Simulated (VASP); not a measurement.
Energy against volume of Zr (hcp). Calculation: r2SCAN+rVV10, VASP's PBE PAW potentials (set 64) (plane waves; VASP). Numerical set-up: 520 eV cut-off, 13×13×7 Γ-centred mesh, first-order Methfessel-Paxton smearing of 0.10 eV, potentials Zr_sv.

Shape and ions are relaxed at each volume.

| V (Å³/atom) | E (eV/atom) |
|---|---|
| 21.934 | -22.50656 |
| 22.634 | -22.52707 |
| 23.335 | -22.53318 |
| 24.035 | -22.52674 |

Problem. Fit these four points and predict the energy of the run at 24.735 Å³/atom.

Solution. A cubic in V^(−2/3), the third-order Birch-Murnaghan form, passes through the four points with V0 = 23.31 Å³/atom and B0 = 96 GPa, and gives -22.5094 eV/atom there. The run gave -22.5092 eV/atom, +0.2 meV/atom from the fit; all five points give B0 = 96 GPa.

The compound is Zr in the hcp structure. It was relaxed first.
